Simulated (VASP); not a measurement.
Molecule: FSnBr, in a box.

```xyz
3
Lattice="12.0000 0.0000 0.0000 0.0000 11.0000 0.0000 0.0000 0.0000 11.0000" Properties=species:S:1:pos:R:3 pbc="T T T"
F     4.7570    6.4767    4.9573
Sn    5.0638    4.5653    4.9294
Br    7.2689    4.5766    6.1386
```

Base run:

| Item | Value |
| --- | --- |
| Program | VASP 6.6.1 |
| Functional | SCAN |
| Dispersion | D4 |
| Potentials or basis | VASP PAW PBE potentials, release 64 (F, Sn_d, Br) |
| Cutoff | 520 eV |
| k mesh | 1 × 1 × 1 |
| Occupations | gaussian, width 0.01 eV |
| Spin | no spin polarisation |

Its results: gap between the frontier levels 3.57 eV; largest force 0.344 eV/Å.

**Question.** After a change of settings the same cell gave: gap between the frontier levels 4.59 eV; largest force 0.606 eV/Å. Which change was it?
A. functional from SCAN to B3LYP; potentials or basis from VASP PAW PBE potentials, release 64 (F, Sn_d, Br) to VASP PAW PBE potentials, release 64 (F_h, Sn_d, Br); cutoff from 520 eV to 900 eV
B. functional from SCAN to PBE; dispersion from D4 to none
C. functional from SCAN to PBE; dispersion from D4 to TS

**Answer.** A.

Caveats: the PAW data sets were made with another functional, which shifts forces and pressure a little; spin-orbit coupling is left out, which moves the levels of the heavy elements.
